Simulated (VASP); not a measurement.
# MgCdHg (I4mm) in VASP: notebook

The runs below take MgCdHg through single point, with PBE.

Everything below comes from runs of VASP 6.6.1. Logs are shortened: lines on timing, memory, paths and dates and some standing lists are left out, and cuts for length are marked.

## 1. The structure

Symmetry: I4mm, No. 107, tetragonal system. Conventional cell: a = 3.995 Å, b = 3.995 Å, c = 8.532 Å, α = 90.00°, β = 90.00°, γ = 90.00°. Around Mg (site symmetry 4mm) lie 5 Cd at 2.83 to 3.17 Å and 5 Hg at 2.85 to 3.16 Å. Cd (site symmetry 4mm) has 5 Mg at 2.83 to 3.17 Å and 5 Hg at 2.85 to 3.16 Å as nearest neighbours. Around Hg (site symmetry 4mm) lie 5 Cd at 2.85 to 3.16 Å and 5 Mg at 2.85 to 3.16 Å.

The cell comes from a database or a generator and needn't be the stable form of this composition.

## 2. Single point, PBE

INCAR reads:

```
PREC = Accurate
ENCUT = 520
EDIFF = 1E-6
ISMEAR = 0
SIGMA = 0.1
LREAL = F
LASPH = T
NELM = 100
ALGO = Normal
ISIF = 2
LWAVE = F
LCHARG = F
GGA = PE
NBANDS = 20
```

KPOINTS reads:

```
Automatic mesh
0
Gamma
  6 6 6
```

POSCAR reads:

```
MgCdHg
1.0
   -1.9974614936      1.9974614936      4.2661720412
    1.9974614936     -1.9974614936      4.2661720412
    1.9974614936      1.9974614936     -4.2661720412
Mg Cd Hg
1 1 1
Direct
    0.6657898800      0.6657898800      0.0000000000
    0.3342101100      0.3342101100      0.0000000000
    0.0000000000      0.0000000000      0.0000000000
```

Potentials or basis: VASP PAW PBE potentials, release 64 (Mg, Cd, Hg).

Launch:

```
$ cat potpaw_PBE.64/Mg/POTCAR potpaw_PBE.64/Cd/POTCAR potpaw_PBE.64/Hg/POTCAR > POTCAR
$ mpirun -np 1 vasp_std > vasp.out
```

OUTCAR:

```text
PREC = Accurate
   ENCUT = 520
   EDIFF = 1E-6
   ISMEAR = 0
   LREAL = F
   LASPH = T
   NELM = 100
   ISIF = 2
   GGA = PE

 ion  position               nearest neighbor table
   1  0.666  0.666  0.000-   2 2.83   3 2.85   3 3.16   3 3.16   3 3.16   3 3.16   2 3.17   2 3.17
                             2 3.17   2 3.17
   2  0.334  0.334  0.000-   1 2.83   3 2.85   3 3.16   3 3.16   3 3.16   3 3.16   1 3.17   1 3.17
                             1 3.17   1 3.17
   3  0.000  0.000  0.000-   2 2.85   1 2.85   1 3.16   1 3.16   1 3.16   1 3.16   2 3.16   2 3.16
                             2 3.16   2 3.16

  LATTYP: Found a body centered tetragonal cell.
 ALAT       =     3.9949229872
 C/A-ratio  =     2.1357968876

  Lattice vectors:

 A1 = (  -1.9974614936,   1.9974614936,   4.2661720412)
 A2 = (   1.9974614936,  -1.9974614936,   4.2661720412)
 A3 = (   1.9974614936,   1.9974614936,  -4.2661720412)

Analysis of symmetry for initial positions (statically):
=====================================================================
 Subroutine PRICEL returns:
 Original cell was already a primitive cell.

 Routine SETGRP: Setting up the symmetry group for a
 body centered tetragonal supercell.

 Subroutine GETGRP returns: Found  8 space group operations
 (whereof  8 operations were pure point group operations)
 out of a pool of 16 trial point group operations.

The static configuration has the point symmetry C_4v.

Analysis of symmetry for dynamics (positions and initial velocities):
=====================================================================
 Subroutine PRICEL returns:
 Original cell was already a primitive cell.

 Routine SETGRP: Setting up the symmetry group for a
 body centered tetragonal supercell.

 Subroutine GETGRP returns: Found  8 space group operations
 (whereof  8 operations were pure point group operations)
 out of a pool of 16 trial point group operations.

The dynamic configuration has the point symmetry C_4v.

 Subroutine INISYM returns: Found  8 space group operations
 (whereof  8 operations are pure point group operations),
 and found     1 'primitive' translations

----------------------------------------------------------------------------------------

                                     Primitive cell

  volume of cell :      68.0856

  direct lattice vectors                    reciprocal lattice vectors
    -1.997461494  1.997461494  4.266172041     0.000000000  0.250317717  0.117201087
     1.997461494 -1.997461494  4.266172041     0.250317717  0.000000000  0.117201087
     1.997461494  1.997461494 -4.266172041     0.250317717  0.250317717  0.000000000

  length of vectors
     5.116632557  5.116632557  5.116632557     0.276396552  0.276396552  0.354002710

  position of ions in fractional coordinates (direct lattice)
     0.665789880  0.665789880  0.000000000
     0.334210110  0.334210110  0.000000000
     0.000000000  0.000000000  0.000000000

  ion indices of the primitive-cell ions
   primitive index   ion index
                 1           1
                 2           2
                 3           3

----------------------------------------------------------------------------------------

 KPOINTS: Automatic mesh

Automatic generation of k-mesh.
 Grid dimensions read from file:
 generate k-points for:    6    6    6

 Generating k-lattice:

  Cartesian coordinates                     Fractional coordinates (reciprocal lattice)
     0.000000000  0.041719619  0.019533514     0.166666667  0.000000000  0.000000000
     0.041719619  0.000000000  0.019533514     0.000000000  0.166666667  0.000000000
     0.041719619  0.041719619  0.000000000     0.000000000  0.000000000  0.166666667

  Length of vectors
     0.046066092  0.046066092  0.059000452

  Shift w.r.t. Gamma in fractional coordinates (k-lattice)
     0.000000000  0.000000000  0.000000000

 Subroutine IBZKPT returns following result:
 ===========================================

 Found     30 irreducible k-points:

 Following reciprocal coordinates:
            Coordinates               Weight
  0.000000  0.000000  0.000000      1.000000
  0.166667 -0.000000  0.000000      8.000000
  0.333333 -0.000000  0.000000      8.000000
  0.500000 -0.000000  0.000000      4.000000
  0.166667  0.166667  0.000000      8.000000
  0.333333  0.166667  0.000000     16.000000
[... 16 lines left out ...]
 -0.333333 -0.333333  0.166667      8.000000
 -0.166667 -0.333333  0.166667      8.000000
 [... further k-points ...]
   k-points           NKPTS =     30   k-points in BZ     NKDIM =     30   number of bands    NBANDS=     20
   number of dos      NEDOS =    301   number of ions     NIONS =      3
   total plane-waves  NPLWV =  64000
   dimension x,y,z NGX =    40 NGY =   40 NGZ =   40
   dimension x,y,z NGXF=    80 NGYF=   80 NGZF=   80
   ions per type =               1   1   1
   NGX,Y,Z   is equivalent  to a cutoff of  13.00, 13.00, 13.00 a.u.
   NGXF,Y,Z  is equivalent  to a cutoff of  25.99, 25.99, 25.99 a.u.
 SYSTEM =  unknown system
   PREC   = accura    normal or accurate (medium, high low for compatibility)
   ISTART =      0    job   : 0-new  1-cont  2-samecut
   ICHARG =      2    charge: 1-file 2-atom 10-const
   ISPIN  =      1    spin polarized calculation?
   LNONCOLLINEAR =      F non collinear calculations
   LSORBIT =      F    spin-orbit coupling
   LASPH  =      T    aspherical Exc in radial PAW
   ENCUT  =  520.0 eV  38.22 Ry    6.18 a.u.   9.51  9.51  9.51*2*pi/ulx,y,z
   NELM   =    100;   NELMIN=  2; NELMDL= -5     # of ELM steps
   EDIFF  = 0.1E-05   stopping-criterion for ELM
   LREAL  =      F    real-space projection
   EDIFFG = 0.1E-04   stopping-criterion for IOM
   NSW    =      0    number of steps for IOM
   IBRION =     -1    ionic relax: 0-MD 1-quasi-New 2-CG
   NFREE  =      0    steps in history (QN), initial steepest desc. (CG)
   ISIF   =      2    stress and relaxation
   ISYM   =      2    0-nonsym 1-usesym 2-fastsym
   POTIM  = 0.5000    time-step for ionic-motion
   TEBEG  =    0.0;   TEEND  =   0.0 temperature during run
   PSTRESS=    0.0 pullay stress
   NELECT =      26.0000    total number of electrons
   NUPDOWN=      -1.0000    fix difference up-down
   EMIN   =  10.00;   EMAX   =-10.00  energy-range for DOS
   EFERMI =   0.00;   METHOD = LEGACY
   ISMEAR =     0;   SIGMA  =   0.10  broadening in eV -4-tet -1-fermi 0-gaus
   EFERMI_NEDOS =   21; number of points for ismear=-14 and -15
   IALGO  =     38    algorithm
   IMIX   =      4    mixing-type and parameters
     AMIX     =   0.40;   BMIX     =  1.00
     AMIX_MAG =   1.60;   BMIX_MAG =  1.00
  volume/ion in A,a.u.               =      22.70       153.15
  Fermi-wavevector in a.u.,A,eV,Ry     =   1.187720  2.244466 19.193463  1.410680
  Thomas-Fermi vector in A             =   2.323866
   LORBIT       =      0    0 simple, 1 ext, 2 COOP (PROOUT), +10 PAW based schemes
   GGA     = PE    functional components
   LHFCALC =     F    Hartree Fock is set to
   AEXX    =    0.0000 exact exchange contribution
   IVDW    =     0    specifies the selected vdW correction
   LEPSILON=     F    determine dielectric tensor
   LRPA    =     F    only Hartree local field effects (RPA)
 non-spin polarized calculation
 Gauss-broadening in eV      SIGMA  =   0.10
  energy-cutoff  :      520.00
  volume of cell :       68.09
 maximum number of plane-waves:      1864
 NGX is ok and might be reduce to    40
   NGX = 19   NGY = 19   NGZ = 19

 number of electron      25.9999999 magnetization

 Free energy of the ion-electron system (eV)
  ---------------------------------------------------
  ext. energy  EPLUGINS =         0.00000000
  ---------------------------------------------------
  free energy    TOTEN  =        -2.72413984 eV

  energy without entropy =       -2.71676661  energy(sigma->0) =       -2.72045322

 E-fermi :   2.7559     XC(G=0): -10.0984

 val. band max:        2.7037669556   @ k =   0.5000   0.3333   0.0000
 cond. band min:       2.7750993125   @ k =   0.5000   0.5000   0.3333
 fundamental gap:      0.0713323569
 Fermi energy:         2.7558570088

 k-point     1 :       0.0000    0.0000    0.0000
  band No.  band energies     occupation
      1      -6.2041      2.00000
      2      -6.0504      2.00000
      3      -5.9805      2.00000
      4      -5.9491      2.00000
      5      -5.9491      2.00000
      6      -5.6211      2.00000
[... 12 lines left out ...]
     19       7.6965      0.00000
     20       8.4591      0.00000

 k-point     2 :       0.1667   -0.0000    0.0000
  band No.  band energies     occupation
      1      -6.2005      2.00000
      2      -6.0327      2.00000
      3      -6.0209      2.00000
      4      -5.9991      2.00000
      5      -5.9297      2.00000
      6      -5.3036      2.00000
[... 12 lines left out ...]
     19       8.8924      0.00000
     20      10.8422      0.00000

 k-point     3 :       0.3333   -0.0000    0.0000
  band No.  band energies     occupation
      1      -6.2176      2.00000
      2      -6.0943      2.00000
      3      -6.0672      2.00000
      4      -5.9616      2.00000
      5      -5.9504      2.00000
      6      -4.7544      2.00000
[... 12 lines left out ...]
     19       9.8901      0.00000
     20      10.4147      0.00000

 k-point     4 :       0.5000   -0.0000    0.0000
  band No.  band energies     occupation
      1      -6.2339      2.00000
      2      -6.1345      2.00000
      3      -6.0581      2.00000
      4      -6.0041      2.00000
      5      -5.9155      2.00000
      6      -4.6812      2.00000
[... 429 lines left out ...]
 k-point    23 :      -0.3333   -0.3333    0.1667
  band No.  band energies     occupation
      1      -6.2589      2.00000
      2      -6.0637      2.00000
      3      -6.0231      2.00000
      4      -5.9900      2.00000
      5      -5.9766      2.00000
      6      -4.6216      2.00000
[... 12 lines left out ...]
     19      10.5604      0.00000
     20      11.3896      0.00000

 k-point    24 :      -0.1667   -0.3333    0.1667
  band No.  band energies     occupation
      1      -6.2385      2.00000
      2      -6.0451      2.00000
      3      -6.0097      2.00000
      4      -6.0094      2.00000
      5      -5.9503      2.00000
      6      -4.8868      2.00000
[... 12 lines left out ...]
     19      10.1248      0.00000
     20      11.1307      0.00000

 [... further k-points ...]

------------------------ aborting loop because EDIFF is reached ----------------------------------------

  FORCE on cell =-STRESS in cart. coord.  units (eV):
  Direction    XX          YY          ZZ          XY          YZ          ZX
  --------------------------------------------------------------------------------------
  -------------------------------------------------------------------------------------
  Total       -0.4986757     -0.4986757      1.8104156      0.0000000      0.0000000      0.0000000
  in kB      -11.7347439    -11.7347439     42.6023611      0.0000000      0.0000000      0.0000000
  external PRESSURE =       6.3776245 kB  Pullay stress =       0.0000000 kB

 VOLUME and BASIS-vectors are now :
 -----------------------------------------------------------------------------
  energy-cutoff  :      520.00
  volume of cell :       68.09
      direct lattice vectors                 reciprocal lattice vectors
    -1.997461494  1.997461494  4.266172041     0.000000000  0.250317717  0.117201087
     1.997461494 -1.997461494  4.266172041     0.250317717  0.000000000  0.117201087
     1.997461494  1.997461494 -4.266172041     0.250317717  0.250317717  0.000000000

 POSITION                                       TOTAL-FORCE (eV/Angst)
 -----------------------------------------------------------------------------------
      0.00000      0.00000      5.68075        -0.000000     -0.000000      0.070221
      0.00000      0.00000      2.85160        -0.000000     -0.000000     -0.031619
      0.00000      0.00000      0.00000         0.000000      0.000000     -0.038602
 -----------------------------------------------------------------------------------
    total drift:                                0.000000      0.000000      0.000181

  FREE ENERGIE OF THE ION-ELECTRON SYSTEM (eV)
  ---------------------------------------------------
  free  energy   TOTEN  =        -2.7241398351 eV

  energy  without entropy=       -2.7167666111  energy(sigma->0) =       -2.72045322
```

Wall time 56 s (1 thread of Intel Xeon Platinum 8488C (Sapphire Rapids), shared host); peak memory 0.25 GiB.

Results:

* Free energy: -2.7241 eV
* Pressure: 0.6 GPa
* Largest force: 0.070 eV/Å
* Band gap on the k mesh: none (metal or under the smearing width)

Forces in eV/Å, atoms in the order of the input:
```
Mg   0.000  0.000  0.070
Cd   0.000  0.000 -0.032
Hg   0.000  0.000 -0.039
```

Stress tensor (GPa, compression positive):
```
-1.17  0.00  0.00
 0.00 -1.17  0.00
 0.00  0.00  4.26
```

Caveat: the k mesh is coarse (spacing up to 0.37 Å⁻¹), so the values aren't converged. The run has no spin-orbit coupling, so splittings on Hg are missing.

## 3. Single point, PBE (cell and atoms relaxed tightly for response)

INCAR reads:

```
  ALGO = Fast
  EDIFF = 1E-7
  ENCUT = 520
  GGA = PE
  ISIF = 2
  ISMEAR = -1
  LASPH = T
  LCHARG = F
  LREAL = F
  LWAVE = F
  NBANDS = 20
  NELM = 100
  PREC = Accurate
  SIGMA = 0.15
```

KPOINTS reads:

```
k-points
0
Gamma
  14 14 14
```

POSCAR reads:

```
MgCdHg
1.0
   -1.9380192961      1.9380192961      4.4634983068
    1.9380192961     -1.9380192961      4.4634983068
    1.9380192961      1.9380192961     -4.4634983068
Mg Cd Hg
1 1 1
Direct
    0.6653676394      0.6653676394      0.0000000000
    0.3340052156      0.3340052156      0.0000000000
    0.0006271350      0.0006271350      0.0000000000
```

Potentials or basis: VASP PAW PBE potentials, release 64 (Mg, Cd, Hg).

Launch:

```
$ cat potpaw_PBE.64/Mg/POTCAR potpaw_PBE.64/Cd/POTCAR potpaw_PBE.64/Hg/POTCAR > POTCAR
$ mpirun -np 1 vasp_std > vasp.out
```

It took 5.6 min on 1 thread of Intel Xeon Platinum 8488C (Sapphire Rapids), shared host; peak memory 0.54 GiB.

The run converged. Its results:

| Property | Result |
| --- | --- |
| Free energy | -2.8075 eV |
| Pressure | 0.1 GPa |
| Largest force | 0.003 eV/Å |
| Band gap on the k mesh | none (metal or under the smearing width) |

Forces on the atoms (eV/Å):
```
Mg   0.000  0.000  0.000
Cd   0.000  0.000 -0.003
Hg   0.000  0.000  0.003
```

Levels at points of the mesh, in eV from the Fermi level:
| k point | band 10 | band 11 | band 12 | band 13 | band 14 | band 15 | band 16 | band 17 |
| --- | --- | --- | --- | --- | --- | --- | --- | --- |
| (0.00, 0.00, 0.00) | -7.31 | -7.05 | 0.05 | 0.38 | 3.77 | 3.77 | 4.23 | 4.78 |
| (0.50, 0.00, 0.00) | -7.08 | -5.40 | -4.76 | -1.30 | 0.19 | 4.96 | 6.11 | 6.22 |
| (0.50, 0.50, 0.00) | -6.92 | -3.55 | -2.53 | -0.99 | -0.39 | -0.01 | 0.70 | 5.10 |
| (0.50, 0.50, 0.50) | -7.08 | -6.54 | -5.93 | 1.68 | 1.68 | 3.19 | 5.36 | 8.77 |

The run has no spin-orbit coupling, so splittings on Hg are missing.
